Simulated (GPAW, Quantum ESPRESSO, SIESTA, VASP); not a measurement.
## One calculation of CdInS2, 4 ways

```
In Cd S
1.0
     3.86950    0.00000    0.00000
    -1.93475    3.35108    0.00000
     0.00000    0.00000    6.81053
In Cd S
1 1 2
Direct
  0.00000 0.00000 0.50000
  0.00000 0.00000 0.00000
  0.33333 0.66667 0.24495
  0.66667 0.33333 0.75505
```

The cell comes from a database or a generator and needn't be the stable form of this composition.

Alike in all runs: task single point; functional PBE; k mesh 8 × 8 × 4; occupations fermi-dirac, width 0.05 eV; no spin polarisation; no spin-orbit coupling. Pressure is positive in compression and, in plane waves, holds the error of the finite cutoff.

| program and potentials | plane-wave cutoff (eV) | notes | pressure (GPa) |
| --- | --- | --- | --- |
| VASP, PBE PAW files Cd, In_d, S, 520 eV | 520 | 9.25 valence electrons an atom on average | 0.05 |
| SIESTA, files PseudoDojo sr-pbe-0.4.1-standard, DZP (energy shift 0.003 Ry; two zetas on semicore shells) | - | atomic basis; 11.25 valence electrons an atom on average | 0.23 |
| GPAW, GPAW PAW data sets (gpaw-data 1.2.1) | 600 | 9.25 valence electrons an atom on average | -0.35 |
| Quantum ESPRESSO, SSSP 1.3 efficiency PBE | 816 | 9.25 valence electrons an atom on average | -0.09 |

Force on atom 3 (S), eV/Å:

| program and potentials | x | y | z |
| --- | --- | --- | --- |
| VASP, PBE PAW files Cd, In_d, S, 520 eV | 0.000 | 0.000 | -0.025 |
| SIESTA, files PseudoDojo sr-pbe-0.4.1-standard, DZP (energy shift 0.003 Ry; two zetas on semicore shells) | 0.000 | 0.000 | -0.121 |
| GPAW, GPAW PAW data sets (gpaw-data 1.2.1) | 0.000 | 0.000 | -0.047 |
| Quantum ESPRESSO, SSSP 1.3 efficiency PBE | 0.000 | 0.000 | -0.046 |

The pressure spans -0.35 (GPAW, GPAW PAW data sets (gpaw-data 1.2.1)) to 0.23 GPa (SIESTA, files PseudoDojo sr-pbe-0.4.1-standard, DZP (energy shift 0.003 Ry; two zetas on semicore shells)). Rows in atomic bases carry the error of their basis and grid, which can be large.

Differences between rows come from potentials, basis sets and numerical settings, since the functional is the same but for its coding. Runs on potential files found faulty are left out.
